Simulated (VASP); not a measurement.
This VASP 6.6.1 run on OsO3 needs a look.

File INCAR:

```
PREC = Accurate ; ENCUT = 400
EDIFF = 1E-6 ; ISMEAR = 0
SIGMA = 0.1 ; LREAL = F
LASPH = T ; NELM = 93
ALGO = Damped ; ISIF = 2
LWAVE = F ; LCHARG = F
LNONCOLLINEAR = T ; MAGMOM = 0 0 0 0 0 0 0 0 0 0 0 0
LORBIT = 11 ; LMAXMIX = 4
GGA = MK ; LUSE_VDW = T
AGGAC = 0.0 ; PARAM1 = 0.1234
PARAM2 = 1.0 ; TIME = 8.0
```

Contents of KPOINTS:

```
Automatic mesh
0
Gamma
  8 8 8
```

The input POSCAR:

```
OsO3
1.0
   -1.6552477100      1.6552477100      3.3943491900
    1.6552477100     -1.6552477100      3.3943491900
    1.6552477100      1.6552477100     -3.3943491900
Os O
1 3
Direct
    0.0000000000      0.0000000000      0.0000000000
    0.7500000000      0.2500000000      0.5000000000
    0.2500000000      0.7500000000      0.5000000000
    0.5000000000      0.5000000000      0.0000000000
```

Potentials or basis: VASP PAW PBE potentials, release 64 (Os, O_s).

Command:

```sh
$ cat potpaw_PBE.64/Os/POTCAR potpaw_PBE.64/O_s/POTCAR > POTCAR
$ mpirun -np 1 vasp_ncl > vasp.out
```

OUTCAR:

```text
PREC = Accurate
   ENCUT = 400
   EDIFF = 1E-6
   ISMEAR = 0
   LREAL = F
   LASPH = T
   NELM = 93
   ISIF = 2
   LNONCOLLINEAR = T
   LORBIT = 11
   GGA = MK

 ion  position               nearest neighbor table
   1  0.000  0.000  0.000-   4 2.34   4 2.34   4 2.34   4 2.34   2 2.37   2 2.37   3 2.37   3 2.37
                             3 2.37   2 2.37   3 2.37   2 2.37
   2  0.750  0.250  0.500-   1 2.37   1 2.37   1 2.37   1 2.37
   3  0.250  0.750  0.500-   1 2.37   1 2.37   1 2.37   1 2.37
   4  0.500  0.500  0.000-   1 2.34   1 2.34   1 2.34   1 2.34

  LATTYP: Found a body centered tetragonal cell.
 ALAT       =     3.3104954200
 C/A-ratio  =     2.0506593481

  Lattice vectors:

 A1 = (  -1.6552477100,   1.6552477100,   3.3943491900)
 A2 = (   1.6552477100,  -1.6552477100,   3.3943491900)
 A3 = (   1.6552477100,   1.6552477100,  -3.3943491900)

[... 233 lines left out ...]

Total vdW correction in eV:      2.7645658

 total charge

# of ion       s       p       d       tot
------------------------------------------
    1        0.840   1.369   6.629   8.837
    2        1.264   4.204   0.000   5.468
    3        1.264   4.204   0.000   5.468
    4        1.239   4.221   0.000   5.460
--------------------------------------------------
tot          4.607  13.998   6.629  25.233

 magnetization (x)

# of ion       s       p       d       tot
------------------------------------------
    1       -0.000  -0.000   0.000   0.000
    2        0.000   0.000   0.000   0.000
    3        0.000  -0.000   0.000  -0.000
    4       -0.000   0.000   0.000   0.000
--------------------------------------------------
tot         -0.000  -0.000   0.000   0.000

 magnetization (y)

# of ion       s       p       d       tot
------------------------------------------
    1        0.000  -0.000  -0.000  -0.000
    2       -0.000   0.000   0.000   0.000
    3       -0.000   0.000   0.000   0.000
    4        0.000  -0.000   0.000  -0.000
--------------------------------------------------
tot         -0.000  -0.000  -0.000  -0.000

 magnetization (z)

# of ion       s       p       d       tot
------------------------------------------
    1        0.000   0.000   0.000   0.000
    2       -0.000   0.000   0.000  -0.000
    3       -0.000   0.000   0.000  -0.000
    4       -0.000   0.000   0.000   0.000
--------------------------------------------------
tot         -0.000   0.000   0.000  -0.000
```

On the terminal:

```text
POSCAR found type information on POSCAR OsO
 POSCAR found :  2 types and       4 ions
 scaLAPACK will be used
[... 47 lines left out ...]

 soft stop encountered!  aborting job ...
 deleting file STOPCAR
```

Diagnose the run.

The calculation hadn't finished when its time ran out. The input holds a flaw that was put in on purpose: damping step far too long (ALGO = Damped; TIME = 8).
